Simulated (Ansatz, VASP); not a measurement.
## Cross-check of SiNi between VASP and Ansatz

Aim: how closely do two programs agree when they are given the same cell, functional and k mesh? Of the first pair: The cell is taken from a series of runs on this material, whose earlier steps may have relaxed, scaled, displaced or heated it; both programs get it as it stands.

Program: Ansatz 0.2.0. Level of theory: plane waves, with VASP 6.6.1 beside it; relaxation of cell and atoms at LDA and single point at LDA. Results are calculated unless marked as measured.

## 1. Set-up

It takes space group Pnma (No. 62, orthorhombic). The conventional cell has a = 5.044 Å, b = 3.337 Å, c = 5.474 Å, α = 90.00°, β = 90.00°, γ = 90.00°. Nearest to Si lie 6 Ni at 2.24 to 2.36 Å. Nearest to Ni lie 6 Si at 2.24 to 2.36 Å. Farther neighbours are not listed.

## 2. VASP: relaxation of cell and atoms, LDA

The relaxed volume is the usual yardstick between codes: in a stiff, nearly cubic crystal its relative difference is about their pressure difference at one cell divided by the bulk modulus.

Lines of VASP's logs that name or quote its potential files are left out, and so is its time.

Input file INCAR:

```
SYSTEM = SiNi
PREC = Accurate
ENCUT = 600
EDIFF = 1E-07
NELM = 120
ISMEAR = 1
SIGMA = 0.2
LREAL = .FALSE.
ALGO = Normal
GGA = CA
NBANDS = 36
LASPH = .TRUE.
LORBIT = 11
LWAVE = .FALSE.
LCHARG = .FALSE.
ISIF = 3
IBRION = 2
NSW = 80
EDIFFG = -0.005
GGA_COMPAT = .FALSE.
NELMIN = 4
KPAR = 2
```

Input file POSCAR:

```
SiNi
1.0
    5.0442490000      0.0000000000      0.0000000000
    0.0000000000      3.3368330000      0.0000000000
    0.0000000000      0.0000000000      5.4736950000
Si Ni
4 4
Direct
    0.3200414968      0.7500000749      0.0873190779
    0.1799584041      0.2499999251      0.5873191692
    0.8200415959      0.7500000749      0.4126808308
    0.6799585032      0.2499999251      0.9126809221
    0.0091202873      0.2499999251      0.1878586585
    0.4908798118      0.7500000749      0.6878585672
    0.5091203864      0.2499999251      0.3121414328
    0.9908797127      0.7500000749      0.8121413415
```

Input file KPOINTS:

```
Automatic mesh
0
Gamma
8 12 8
0 0 0
```

The projector-augmented-wave data sets are Si and Ni (LDA family, release 64).

Launch:

```
$ mpirun -np 2 vasp_std
```

Numbers of over 12 decimals in the logs are rounded to 6 here.

What it wrote:

```text
[banner, memory and clock lines left out]
running    2 mpi-ranks, on    1 nodes
 distrk:  each k-point on    1 cores,    2 groups
 distr:  one band on    1 cores,    1 groups

 POSCAR found type information on POSCAR SiNi
 POSCAR found :  2 types and       8 ions
 LDA part: xc-table for (Slater(with rela. corr.)+CA(PZ))
 , standard interpolation
 POSCAR, INCAR and KPOINTS ok, starting setup
 FFT: planning ... GRIDC
 FFT: planning ... GRID_SOFT
 FFT: planning ... GRID
 WAVECAR not read
 entering main loop
       N       E                     dE             d eps       ncg     rms          rms(c)
DAV:   1     0.395083912589E+03    0.39508E+03   -0.27026E+04 12600   0.208E+03
DAV:   2    -0.259375292787E+02   -0.42102E+03   -0.40744E+03 12608   0.410E+02
DAV:   3    -0.607474638404E+02   -0.34810E+02   -0.33635E+02 13564   0.141E+02
DAV:   4    -0.621193172986E+02   -0.13719E+01   -0.13589E+01 15476   0.253E+01
DAV:   5    -0.621650923014E+02   -0.45775E-01   -0.45730E-01 15604   0.443E+00    0.287E+01
DAV:   6    -0.697469835702E+02   -0.75819E+01   -0.14755E+02 14532   0.180E+02    0.341E+01
DAV:   7    -0.549645297369E+02    0.14782E+02   -0.46135E+01 14616   0.113E+02    0.634E+00
DAV:   8    -0.552329263513E+02   -0.26840E+00   -0.67884E+00 18656   0.189E+01    0.419E+00
DAV:   9    -0.550742438107E+02    0.15868E+00   -0.67496E-01 14812   0.117E+01    0.792E-01
DAV:  10    -0.550723673264E+02    0.18765E-02   -0.33604E-02 14852   0.179E+00    0.473E-01
DAV:  11    -0.550704992891E+02    0.18680E-02   -0.49787E-03 19344   0.863E-01    0.138E-01
DAV:  12    -0.550704388566E+02    0.60433E-04   -0.36037E-04 14720   0.139E-01    0.776E-02
DAV:  13    -0.550703984364E+02    0.40420E-04   -0.65099E-05 19416   0.899E-02    0.358E-02
DAV:  14    -0.550703950772E+02    0.33591E-05   -0.25587E-05 18992   0.296E-02    0.548E-03
DAV:  15    -0.550703950380E+02    0.39194E-07   -0.18665E-06 14220   0.175E-02    0.189E-03
DAV:  16    -0.550703950461E+02   -0.80527E-08   -0.89085E-08  7600   0.362E-03
   1 F= -.55070395E+02 E0= -.55071277E+02  d E =-.550704E+02
[... from here on, the cycles between the ionic steps are left out ...]
   2 F= -.55070430E+02 E0= -.55071326E+02  d E =-.354095E-04
   3 F= -.55070540E+02 E0= -.55071429E+02  d E =-.145307E-03
   4 F= -.55070540E+02 E0= -.55071429E+02  d E =-.145427E-03
   5 F= -.55070505E+02 E0= -.55071390E+02  d E =-.109716E-03
   6 F= -.55070540E+02 E0= -.55071428E+02  d E =-.144699E-03
   7 F= -.55070540E+02 E0= -.55071429E+02  d E =-.145175E-03
   8 F= -.55070540E+02 E0= -.55071429E+02  d E =-.145436E-03
   9 F= -.55070555E+02 E0= -.55071445E+02  d E =-.141116E-04
 trial-energy change:   -0.000014  1 .order   -0.000014   -0.000016   -0.000011
 step:   1.7894(harm=  2.7918)  dis= 0.00069  next Energy=   -55.070560 (dE=-0.199E-04)
 bond charge predicted
       N       E                     dE             d eps       ncg     rms          rms(c)
DAV:   1    -0.550705644237E+02   -0.98284E-05   -0.21551E-03 12628   0.242E-01    0.159E-02
DAV:   2    -0.550705645780E+02   -0.15421E-06   -0.36630E-05 19516   0.715E-02    0.118E-02
DAV:   3    -0.550705631074E+02    0.14706E-05   -0.11814E-05 14128   0.525E-02    0.758E-03
DAV:   4    -0.550705621705E+02    0.93689E-06   -0.24625E-06 16612   0.225E-02    0.126E-03
DAV:   5    -0.550705621691E+02    0.13870E-08   -0.28914E-07  9260   0.603E-03
  10 F= -.55070562E+02 E0= -.55071454E+02  d E =-.216871E-04
 curvature:  -0.87 expect dE=-0.379E-05 dE for cont linesearch -0.149E-05
 trial: gam= 0.02956 g(F)=  0.278E-05 g(S)=  0.157E-05 ort = 0.516E-05 (trialstep = 0.108E+01)
 search vector abs. value=  0.467E-05
 reached required accuracy - stopping structural energy minimisation
```

Parts of OUTCAR (step 2):

```text
ion  position               nearest neighbor table
   1  0.320  0.750  0.087-   8 2.24   7 2.28   7 2.28   6 2.35   5 2.36   5 2.36   4 2.64   4 2.64
                             3 3.09   3 3.09
   2  0.180  0.250  0.587-   7 2.24   8 2.28   8 2.28   5 2.35   6 2.36   6 2.36   3 2.64   3 2.64
                             4 3.09   4 3.09
   3  0.820  0.750  0.413-   6 2.24   5 2.28   5 2.28   8 2.35   7 2.36   7 2.36   2 2.64   2 2.64
                             1 3.09   1 3.09
   4  0.680  0.250  0.913-   5 2.24   6 2.28   6 2.28   7 2.35   8 2.36   8 2.36   1 2.64   1 2.64
                             2 3.09   2 3.09
   5  0.009  0.250  0.188-   4 2.24   3 2.28   3 2.28   2 2.35   1 2.36   1 2.36   7 2.61   7 2.61
                             8 2.65   8 2.65
   6  0.491  0.750  0.688-   3 2.24   4 2.28   4 2.28   1 2.35   2 2.36   2 2.36   8 2.61   8 2.61
                             7 2.65   7 2.65
   7  0.509  0.250  0.312-   2 2.24   1 2.28   1 2.28   4 2.35   3 2.36   3 2.36   5 2.61   5 2.61
                             6 2.65   6 2.65
   8  0.991  0.750  0.812-   1 2.24   2 2.28   2 2.28   3 2.35   4 2.36   4 2.36   6 2.61   6 2.61
                             5 2.65   5 2.65

  LATTYP: Found a simple orthorhombic cell.
 ALAT       =     3.3368330000
 B/A-ratio  =     1.5116875792
 C/A-ratio  =     1.6403862585

 Subroutine GETGRP returns: Found  8 space group operations
 (whereof  2 operations were pure point group operations)

The static configuration has the point symmetry S_2 .
 The point group associated with its full space group is D_2h.

 Found    175 irreducible k-points:

   k-points           NKPTS =    175   k-points in BZ     NKDIM =    175   number of bands    NBANDS=     36

   dimension x,y,z NGX =    40 NGY =   28 NGZ =   48
   dimension x,y,z NGXF=    80 NGYF=   56 NGZF=   96

   ENCUT  =  600.0 eV  44.10 Ry    6.64 a.u.  10.07  6.66 10.93*2*pi/ulx,y,z

   NELECT =      56.0000    total number of electrons

 k-points in reciprocal lattice and weights: Automatic mesh
   0.00000000  0.00000000  0.00000000       0.001
   0.12500000  0.00000000  0.00000000       0.003
   0.25000000  0.00000000  0.00000000       0.003
   0.37500000  0.00000000  0.00000000       0.003
   0.50000000  0.00000000  0.00000000       0.001
   0.00000000  0.08333333  0.00000000       0.003
   0.12500000  0.08333333  0.00000000       0.005
   0.25000000  0.08333333  0.00000000       0.005
   0.37500000  0.08333333  0.00000000       0.005
[...]
0.37500000  0.50000000  0.50000000       0.003
   0.50000000  0.50000000  0.50000000       0.001

 average (electrostatic) potential at core
       1 -80.2536       2 -80.2536       3 -80.2536       4 -80.2536       5 -80.9849
       6 -80.9849       7 -80.9849       8 -80.9849

 E-fermi :  11.0379

 k-point     1 :       0.0000    0.0000    0.0000
  band No.  band energies     occupation
    ...
     24       8.8902      2.00000
     25       9.1677      2.00000
     26       9.6776      2.00000
     27       9.8223      2.00000
     28      10.0502      2.00000
     29      11.7270     -0.00001
     30      12.4903     -0.00000
     31      14.4610     -0.00000
     32      14.8567     -0.00000
     33      15.1120      0.00000
    ...

 k-point     2 :       0.1250    0.0000    0.0000
  band No.  band energies     occupation
    ...
     24       8.8984      2.00000
     25       9.1173      2.00000
     26       9.7089      2.00000
     27       9.9315      2.00000
     28      10.0830      2.00000
     29      12.2045     -0.00000
     30      12.6931     -0.00000
     31      14.2724     -0.00000
     32      14.9604     -0.00000
     33      15.1092      0.00000
    ...

 k-point     3 :       0.2500    0.0000    0.0000
  band No.  band energies     occupation
    ...
     24       8.9016      2.00000
     25       9.0258      2.00000
     26       9.4362      2.00000
     27      10.4133      2.00009
     28      10.5015      2.00099
     29      13.1546     -0.00000
     30      13.2913     -0.00000
     31      13.6980     -0.00000
     32      14.9972     -0.00000
     33      15.2362      0.00000
    ...

  Total       -0.0046465     -0.0109029     -0.0109803      0.0000000      0.0000000      0.0000000
  in kB       -0.0806902     -0.1893372     -0.1906826      0.0000000      0.0000000      0.0000000
  external PRESSURE =      -0.1535700 kB  Pullay stress =       0.0000000 kB

  energy-cutoff  :      600.00
  volume of cell :       92.26
      direct lattice vectors                 reciprocal lattice vectors
     5.046455156 -0.000000000  0.000000000     0.198158899 -0.000000000  0.000000000
     0.000000000  3.337575698  0.000000000     0.000000000  0.299618672  0.000000000
     0.000000000  0.000000000  5.477695358     0.000000000  0.000000000  0.182558528

 POSITION                                       TOTAL-FORCE (eV/Angst)
 -----------------------------------------------------------------------------------
      1.61518      2.50318      0.47821         0.001173      0.000000     -0.002527
      0.90805      0.83439      3.21706        -0.001173      0.000000     -0.002527
      4.13841      2.50318      2.26064         0.001173      0.000000      0.002527
      3.43128      0.83439      4.99949        -0.001173     -0.000000      0.002527
      0.04714      0.83439      1.02879         0.002568      0.000000     -0.000189
      2.47609      2.50318      3.76763        -0.002568     -0.000000     -0.000189
      2.57037      0.83439      1.71006         0.002568      0.000000      0.000189
      4.99932      2.50318      4.44891        -0.002568     -0.000000      0.000189
 -----------------------------------------------------------------------------------
    total drift:                               -0.000065      0.000037     -0.000025

  FREE ENERGIE OF THE ION-ELECTRON SYSTEM (eV)
  ---------------------------------------------------
  free  energy   TOTEN  =       -55.0705621691 eV

  energy  without entropy=      -55.0732370179  energy(sigma->0) =      -55.07145379

 reached required accuracy - stopping structural energy minimisation

 total charge
# of ion       s       p       d       tot
------------------------------------------
    1        0.767   0.883   0.000   1.650
    2        0.767   0.883   0.000   1.650
    3        0.767   0.883   0.000   1.650
    4        0.767   0.883   0.000   1.650
    5        0.527   0.699   8.497   9.724
    6        0.527   0.699   8.497   9.724
    7        0.527   0.699   8.497   9.724
    8        0.527   0.699   8.497   9.724
--------------------------------------------------
tot          5.176   6.330  33.988  45.494

[... 3 further parts left out ...]
```

This run has no spin polarisation, so a moment on Ni, if there is one, isn't seen. The run keeps the 8 symmetry operations of its start, so it cannot find a distortion of lower symmetry.

(Continued in part 2 of 3.)

[Lines on the potential files, build, host, timing and source positions are cut from VASP's logs without a mark.]

[Logs are printed without paths, hosts, clocks, repeated set-up lines and the standing remarks that a program may print on its own settings, such as how far it seeks lower states.]

[Hosts, paths, dates, database ids (printed as entryN), source tags and the programs' standing remarks are cut or masked in the printed files.]
